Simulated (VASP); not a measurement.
Calculation: PBEsol GGA, VASP's PBE PAW potentials (set 64) (plane waves; VASP).

A VASP calculation is set up with these files.

File KPOINTS:
```
K-points
0
G
 14 14 14
```

**INCAR**
```
SYSTEM  =  TiCo
PREC  =  Normal; ENCUT  =  400; LREAL  =  .FALSE.
LASPH  =  .TRUE.
EDIFF  =  1E-5; NELM  =  100; NELMIN  =  4
ALGO  =  Fast; LMAXMIX  =  4
ISMEAR  =  1; SIGMA  =  0.1
GGA  =  PS
IBRION  =  2; NSW  =  20; ISIF  =  2
EDIFFG  =  -0.03
LWAVE  =  .FALSE.; LCHARG  =  .FALSE.
```

**POSCAR**
```
TiCo
1
    2.9305019834     0.0000000000     0.0000000000
    0.0000000000     2.9305019834     0.0000000000
    0.0000000000     0.0000000000     2.9305019834
Ti Co
1 1
Direct
  0.0000000000   0.0000000000   0.0000000000
  0.5000000000   0.5000000000   0.5000000000
```

POTCAR, in this order: Ti_sv Co (PBE.64 set). Program: vasp_std.

The resulting files:

**OSZICAR**
```
       N       E                     dE             d eps       ncg     rms          rms(c)
DAV:   1     0.133019634826E+03    0.13302E+03   -0.88984E+03  3368   0.159E+03
DAV:   2    -0.115710962178E+02   -0.14459E+03   -0.14192E+03  3420   0.377E+02
DAV:   3    -0.191956105629E+02   -0.76245E+01   -0.75604E+01  5180   0.975E+01
DAV:   4    -0.194039614566E+02   -0.20835E+00   -0.20696E+00  4120   0.136E+01
DAV:   5    -0.194112929476E+02   -0.73315E-02   -0.73313E-02  4906   0.232E+00    0.149E+01
RMM:   6    -0.177908276914E+02    0.16205E+01   -0.12611E+01  3557   0.527E+01    0.993E+00
RMM:   7    -0.183567568914E+02   -0.56593E+00   -0.85076E+00  3882   0.330E+01    0.165E+01
RMM:   8    -0.168232199516E+02    0.15335E+01   -0.20696E+00  3664   0.192E+01    0.154E+00
RMM:   9    -0.168878631069E+02   -0.64643E-01   -0.53629E-01  4459   0.524E+00    0.180E+00
RMM:  10    -0.168785477125E+02    0.93154E-02   -0.10570E-01  4018   0.377E+00    0.402E-01
RMM:  11    -0.168813738029E+02   -0.28261E-02   -0.31944E-02  4875   0.143E+00    0.162E-01
RMM:  12    -0.168819212102E+02   -0.54741E-03   -0.75776E-03  5192   0.726E-01    0.636E-02
RMM:  13    -0.168822490718E+02   -0.32786E-03   -0.40600E-03  4974   0.345E-01    0.452E-02
RMM:  14    -0.168823121721E+02   -0.63100E-04   -0.86291E-04  4637   0.218E-01    0.359E-02
RMM:  15    -0.168823886149E+02   -0.76443E-04   -0.80139E-04  3915   0.132E-01    0.506E-02
RMM:  16    -0.168823970807E+02   -0.84658E-05   -0.17712E-04  3641   0.108E-01    0.354E-02
RMM:  17    -0.168824075142E+02   -0.10433E-04   -0.15273E-04  3246   0.852E-02    0.336E-02
RMM:  18    -0.168824112241E+02   -0.37099E-05   -0.53787E-05  2950   0.635E-02
   1 F= -.16882411E+02 E0= -.16881870E+02  d E =-.168824E+02
```

OUTCAR:
```
------------------------ aborting loop because EDIFF is reached ----------------------------------------
  FORCE on cell =-STRESS in cart. coord.  units (eV):
  Direction    XX          YY          ZZ          XY          YZ          ZX
  --------------------------------------------------------------------------------------
  Total       -0.0798006     -0.0798006     -0.0798006     -0.0000000      0.0000000      0.0000000
  in kB       -5.0803148     -5.0803148     -5.0803148     -0.0000000      0.0000000      0.0000000
  external PRESSURE =      -5.0803148 kB  Pullay stress =       0.0000000 kB
  volume of cell :       25.17
      direct lattice vectors                 reciprocal lattice vectors
     2.930501983  0.000000000  0.000000000     0.341238466  0.000000000  0.000000000
     0.000000000  2.930501983  0.000000000     0.000000000  0.341238466  0.000000000
     0.000000000  0.000000000  2.930501983     0.000000000  0.000000000  0.341238466
 POSITION                                       TOTAL-FORCE (eV/Angst)
 -----------------------------------------------------------------------------------
      0.00000      0.00000      0.00000         0.000000      0.000000      0.000000
      1.46525      1.46525      1.46525         0.000000      0.000000      0.000000
 -----------------------------------------------------------------------------------
    total drift:                                0.000000     -0.000000     -0.000000
  FREE ENERGIE OF THE ION-ELECTRON SYSTEM (eV)
  ---------------------------------------------------
  free  energy   TOTEN  =       -16.8824112241 eV

  energy  without entropy=      -16.8807863207  energy(sigma->0) =      -16.88186959

 reached required accuracy - stopping structural energy minimisation
```
(Selected blocks of OUTCAR.)

The compound is TiCo in the CsCl type structure. It was relaxed first, which changed the volume by -6 %. The run is not spin-polarised, so no magnetic state was tried. The electron count is odd and the run is not spin-polarised, which forces a metal.
